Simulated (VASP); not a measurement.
Computed with PBEsol GGA, VASP's PBE PAW potentials (set 64) (plane waves; VASP).

VASP ran on this input.

### KPOINTS
```
Automatic
0
Gamma
 10 10 10
0 0 0
```

**POSCAR**
```
NbAs
1.0
  0.0000000000   2.8736006056   2.8736006056
  2.8736006056   0.0000000000   2.8736006056
  2.8736006056   2.8736006056   0.0000000000
Nb As
1 1
Cart
  0.0000000000   0.0000000000   0.0000000000
  1.4368003028   1.4368003028   1.4368003028
```

INCAR:
```
! general
SYSTEM =NbAs
PREC   =Accurate
ENCUT  =400   ! plane-wave cut-off (eV)
LREAL  =.FALSE.   ! projection in real space or not
LASPH  =.TRUE.

! electronic loop
EDIFF  =1E-6
NELM   =100
ALGO   =Normal   ! blocked Davidson
LMAXMIX=4

! smearing
ISMEAR =1
SIGMA  =0.1   ! width (eV)

! functional
GGA    =PS   ! PBEsol

! ions
IBRION =2   ! conjugate gradients
NSW    =60   ! most ionic steps
ISIF   =3
EDIFFG =-0.01   ! ionic stop

! output
LWAVE  =.FALSE.
LCHARG =.FALSE.
```

POTCAR, in this order: Nb_sv As (PBE.64 set). Program: vasp_std.

Output of the run:

OSZICAR:
```
       N       E                     dE             d eps       ncg     rms          rms(c)
DAV:   1     0.116138030647E+03    0.11614E+03   -0.81501E+03  1246   0.106E+03
DAV:   2    -0.952861248523E+01   -0.12567E+03   -0.12214E+03  1542   0.350E+02
DAV:   3    -0.161563412510E+02   -0.66277E+01   -0.64648E+01  1950   0.657E+01
DAV:   4    -0.164821670723E+02   -0.32583E+00   -0.32525E+00  1788   0.144E+01
DAV:   5    -0.164956640398E+02   -0.13497E-01   -0.13491E-01  2009   0.234E+00    0.736E+00
DAV:   6    -0.153341638619E+02    0.11615E+01   -0.47568E+00  1968   0.175E+01    0.242E+00
DAV:   7    -0.153339243774E+02    0.23948E-03   -0.14677E-01  1471   0.351E+00    0.140E+00
DAV:   8    -0.153312338766E+02    0.26905E-02   -0.28429E-02  2097   0.149E+00    0.245E-01
DAV:   9    -0.153312424688E+02   -0.85922E-05   -0.13694E-03  1742   0.355E-01    0.102E-01
DAV:  10    -0.153312173924E+02    0.25076E-04   -0.11282E-04  1690   0.100E-01    0.412E-02
DAV:  11    -0.153312155852E+02    0.18072E-05   -0.22901E-05  1719   0.440E-02    0.105E-02
DAV:  12    -0.153312147961E+02    0.78910E-06   -0.19193E-06  1292   0.133E-02
   1 F= -.15331215E+02 E0= -.15331318E+02  d E =-.153312E+02
       N       E                     dE             d eps       ncg     rms          rms(c)
DAV:   1    -0.153347659374E+02   -0.35504E-02   -0.98024E-02  1502   0.425E+00    0.418E-01
DAV:   2    -0.153315382516E+02    0.32277E-02   -0.13802E-02  1699   0.140E+00    0.146E-01
DAV:   3    -0.153311234457E+02    0.41481E-03   -0.11860E-03  2062   0.294E-01    0.528E-02
DAV:   4    -0.153311362200E+02   -0.12774E-04   -0.38049E-04  2171   0.135E-01    0.374E-02
DAV:   5    -0.153311708578E+02   -0.34638E-04   -0.40341E-05  1912   0.528E-02    0.198E-02
DAV:   6    -0.153311912875E+02   -0.20430E-04   -0.58630E-05  2101   0.437E-02    0.624E-03
DAV:   7    -0.153311916250E+02   -0.33743E-06   -0.14837E-06  1216   0.131E-02
   2 F= -.15331192E+02 E0= -.15331296E+02  d E =0.231711E-04
       N       E                     dE             d eps       ncg     rms          rms(c)
DAV:   1    -0.153323050526E+02   -0.11138E-02   -0.28078E-02  1497   0.228E+00    0.222E-01
DAV:   2    -0.153313955125E+02    0.90954E-03   -0.40026E-03  1710   0.755E-01    0.782E-02
DAV:   3    -0.153312749177E+02    0.12059E-03   -0.32417E-04  2052   0.154E-01    0.281E-02
DAV:   4    -0.153312745565E+02    0.36120E-06   -0.11274E-04  2141   0.742E-02    0.200E-02
DAV:   5    -0.153312813217E+02   -0.67653E-05   -0.11920E-05  1708   0.284E-02    0.108E-02
DAV:   6    -0.153312843669E+02   -0.30452E-05   -0.19560E-05  2175   0.250E-02    0.401E-03
DAV:   7    -0.153312839960E+02    0.37093E-06   -0.49286E-07   711   0.773E-03
   3 F= -.15331284E+02 E0= -.15331388E+02  d E =-.691999E-04
```

### OUTCAR
```
------------------------ aborting loop because EDIFF is reached ----------------------------------------
  FORCE on cell =-STRESS in cart. coord.  units (eV):
  Direction    XX          YY          ZZ          XY          YZ          ZX
  --------------------------------------------------------------------------------------
  Total        0.0028613      0.0028613      0.0028613      0.0000000     -0.0000000     -0.0000000
  in kB        0.0968021      0.0968021      0.0968021      0.0000000     -0.0000000     -0.0000000
  external PRESSURE =       0.0968021 kB  Pullay stress =       0.0000000 kB
  volume of cell :       47.36
      direct lattice vectors                 reciprocal lattice vectors
     0.000000000  2.871557663  2.871557663    -0.174121525  0.174121525  0.174121525
     2.871557663  0.000000000  2.871557663     0.174121525 -0.174121525  0.174121525
     2.871557663  2.871557663  0.000000000     0.174121525  0.174121525 -0.174121525
 POSITION                                       TOTAL-FORCE (eV/Angst)
 -----------------------------------------------------------------------------------
      0.00000      0.00000      0.00000         0.000000      0.000000      0.000000
      1.43578      1.43578      1.43578        -0.000000     -0.000000     -0.000000
 -----------------------------------------------------------------------------------
    total drift:                                0.000001      0.000001      0.000001
  FREE ENERGIE OF THE ION-ELECTRON SYSTEM (eV)
  ---------------------------------------------------
  free  energy   TOTEN  =       -15.3312839960 eV

  energy  without entropy=      -15.3315952839  energy(sigma->0) =      -15.33138776

 reached required accuracy - stopping structural energy minimisation
```
(Selected blocks of OUTCAR.)

CONTCAR:
```
NbAs
   1.00000000000000
     0.0000000000000000    2.8715576632661519    2.8715576632661519
     2.8715576632661519    0.0000000000000000    2.8715576632661519
     2.8715576632661519    2.8715576632661519    0.0000000000000000
  Nb              As
     1     1
Direct
     0.0000000000000000    0.0000000000000000    0.0000000000000000
     0.2500000000000000    0.2500000000000000    0.2500000000000000
```

**OUTCAR**
```
 val. band max:        6.0589859218   @ k =   0.0000   0.0000   0.0000

 cond. band min:       6.0755557189   @ k =  -0.3000   0.3000   0.1000


 Fermi energy:         6.0660731265

 k-point     1 :       0.0000    0.0000    0.0000
  band No.  band energies     occupation
      1     -49.2629      2.00000
      2     -25.3707      2.00000
      3     -25.3707      2.00000
      4     -25.3707      2.00000
      5      -5.8194      2.00000
      6       2.5189      2.00000
      7       2.5189      2.00000
      8       2.5189      2.00000
      9       6.0590      1.11962
     10       6.0590      1.11962
     11       8.3701      0.00000
     12      11.7709      0.00000
     13      11.7709      0.00000

 k-point     2 :       0.1000    0.0000    0.0000
  band No.  band energies     occupation
      1     -49.2625      2.00000
      2     -25.3785      2.00000
      3     -25.3719      2.00000
      4     -25.3719      2.00000
      5      -5.7365      2.00000
      6       2.3731      2.00000
      7       2.5712      2.00000
      8       2.5712      2.00000
      9       6.0155      1.74598
     10       6.0155      1.74598
     11       8.7047      0.00000
     12      11.2710      0.00000
     13      11.7163      0.00000

 k-point     3 :       0.2000    0.0000    0.0000
  band No.  band energies     occupation
      1     -49.2613      2.00000
      2     -25.3986      2.00000
      3     -25.3749      2.00000
      4     -25.3749      2.00000
      5      -5.5142      2.00000
      6       2.0777      2.00000
      7       2.6999      2.00000
      8       2.6999      2.00000
      9       5.9625      2.05690
     10       5.9625      2.05690
     11       9.1539      0.00000
     12      10.4168      0.00000
     13      11.3487      0.00000

 k-point     4 :       0.3000    0.0000    0.0000
  band No.  band energies     occupation
      1     -49.2599      2.00000
      2     -25.4234      2.00000
      3     -25.3785      2.00000
...
```

The structure was generated: NbAs was put into the zinc blende type (F-43m), which need not be its known phase. This run relaxes it. Symmetry was kept, so distortions that lower it aren't found. The start is the result of an earlier pass.
